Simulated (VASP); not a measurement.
Data:

```xyz
5
Lattice="4.5599 0.0000 0.0000 -2.2800 3.9490 0.0000 0.0000 0.0000 7.1713" Properties=species:S:1:pos:R:3 pbc="T T T"
Mg     0.0000     0.0000     0.0000
Mg     0.0000     2.6327     4.5383
Mg     2.2800     1.3163     2.6330
Sb     0.0000     2.6327     1.6071
Sb     2.2800     1.3163     5.5642
```

These are PBEsol GGA, VASP's PBE PAW potentials (set 64) (plane waves; VASP) values and carry that method's errors. Run with 400 eV cut-off, 13×13×7 Γ-centred mesh, Gaussian smearing of 0.010 eV, potentials Mg Sb.

Task: Estimate the energy per atom (σ→0).

Result: 
The energy per atom (σ→0) comes out as -3.232 eV/atom.

Total energies compare only between runs with the same potentials, cut-off and functional.

The structure comes from a measured Mg3Sb2 entry (P-3m1) of the Crystallography Open Database, whose conditions weren't checked. It was relaxed first.
